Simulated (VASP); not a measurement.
Given:

```
CELL_PARAMETERS angstrom
      0.00000     3.46986     3.46986
      3.46986     0.00000     3.46986
      3.46986     3.46986     0.00000
ATOMIC_POSITIONS crystal
  Sr 0.00000 0.00000 0.00000
  Cl 0.25000 0.25000 0.25000
  Cl 0.75000 0.75000 0.75000
```

Level of theory: vdW-DF-cx, VASP's PBE PAW potentials (set 64) (plane waves; VASP 6.6.1). Numerical set-up: 520 eV cut-off, Gaussian smearing of 0.050 eV, potentials Sr_sv Cl.

Question: Give the energies of bands 7 to 15 at the high-symmetry points, in eV from the valence-band maximum.

Answer: 
| band | Γ | X | U | L | W |
|---|---|---|---|---|---|
| 7 | -2.19 | -2.84 | -2.63 | -1.62 | -2.54 |
| 8 | -2.19 | -1.93 | -1.97 | -1.62 | -2.30 |
| 9 | -2.19 | -1.93 | -1.77 | -1.53 | -1.25 |
| 10 | -0.35 | -0.42 | -0.74 | -1.36 | -1.25 |
| 11 | -0.35 | -0.42 | -0.55 | -1.08 | -0.33 |
| 12 | -0.35 | 0.00 | -0.12 | -1.08 | -0.11 |
| 13 | 5.37 | 5.47 | 5.93 | 6.72 | 6.22 |
| 14 | 6.09 | 7.07 | 7.16 | 6.72 | 7.03 |
| 15 | 6.09 | 7.65 | 7.36 | 7.55 | 7.25 |

The gap is indirect, 5.37 eV, from the valence maximum at X to the conduction minimum at Γ.

Measured: gap 7.50 eV (computed value off by -2.13 eV), as given by Andrés Aguado et al., Journal of the Physical Society of Japan (1999), arXiv:cond-mat/9901145.

The compound is SrCl2 in the fluorite structure. It was relaxed first.
